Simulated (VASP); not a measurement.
An input for Quantum ESPRESSO's pw.x (written as the equivalent of a VASP run, and not itself run):

```
&CONTROL
  calculation = 'vc-relax'
  pseudo_dir = './pseudo'
  outdir = './out'
  tprnfor = .true.
  tstress = .true.
  nstep = 60
  forc_conv_thr = 0.00078
/
&SYSTEM
  ibrav = 0
  nat = 8
  ntyp = 3
  ecutwfc = 88
  occupations = 'smearing'
  smearing = 'gaussian'
  degauss = 0.003675
  input_dft = 'pbesol'
/
&ELECTRONS
  conv_thr = 7.3e-08
  electron_maxstep = 100
/
&IONS
/
&CELL
/
ATOMIC_SPECIES
  Zn 65.380 Zn.upf
  Se 78.971 Se.upf
  Be 9.012 Be.upf
CELL_PARAMETERS angstrom
     0.0027866    5.5133523    5.5144362
     5.5133523    0.0027866    5.5144362
     2.7580694    2.7580694    0.0000000
ATOMIC_POSITIONS crystal
  Zn   0.9985787  0.9985787  0.0028425
  Zn   0.9979320  0.5026777  0.9993903
  Zn   0.5026777  0.9979320  0.9993903
  Se   0.1247797  0.1247797  0.2504406
  Se   0.1452906  0.6182772  0.2364323
  Se   0.6182772  0.1452906  0.2364323
  Se   0.6127458  0.6127458  0.2745084
  Be   0.4997183  0.4997183  0.0005634
K_POINTS automatic
  3 3 6 0 0 0
```

Problem. Write the VASP files for the same calculation (PBEsol).

Solution. This is not unique; one that fits is 
**INCAR**
```
! general
SYSTEM =BeZn3Se4
PREC   =Accurate
ENCUT  =400
LREAL  =.FALSE.
LASPH  =.TRUE.

! electronic loop
EDIFF  =1E-6
NELM   =100
ALGO   =Normal
LMAXMIX=4

! smearing
ISMEAR =0
SIGMA  =0.05

! functional
GGA    =PS

! ions
IBRION =2
NSW    =60
ISIF   =3
EDIFFG =-0.02

! output
LWAVE  =.FALSE.
LCHARG =.FALSE.
```

File POSCAR:
```
BeZn3Se4
1
    0.0027865915     5.5133522625     5.5144361961
    5.5133522625     0.0027865915     5.5144361961
    2.7580694270     2.7580694270     0.0000000000
Zn Se Be
3 4 1
Direct
  0.9985787295   0.9985787295   0.0028425410
  0.9979319900   0.5026777359   0.9993902741
  0.5026777359   0.9979319900   0.9993902741
  0.1247797126   0.1247797126   0.2504405748
  0.1452905534   0.6182771848   0.2364322618
  0.6182771848   0.1452905534   0.2364322618
  0.6127457984   0.6127457984   0.2745084032
  0.4997182954   0.4997182954   0.0005634092
```

**KPOINTS**
```
Automatic
0
gamma
  3 3 6
```

POTCAR, in this order: Zn Se Be (PBE.64 set). Program: vasp_std.

What does not carry over: the potentials are each code's own (VASP's PAW set, PseudoDojo norm-conserving files in pw.x), so ENCUT and ecutwfc are chosen apart and not converted; conv_thr bounds pw.x's estimated SCF error, while EDIFF bounds the energy change between steps; forc_conv_thr acts on force components and is met together with etot_conv_thr.

The structure was generated: BeZn3Se4 was put into an ordered model structure (Amm2), which need not be its known phase. It was relaxed first. The start is the result of an earlier pass.
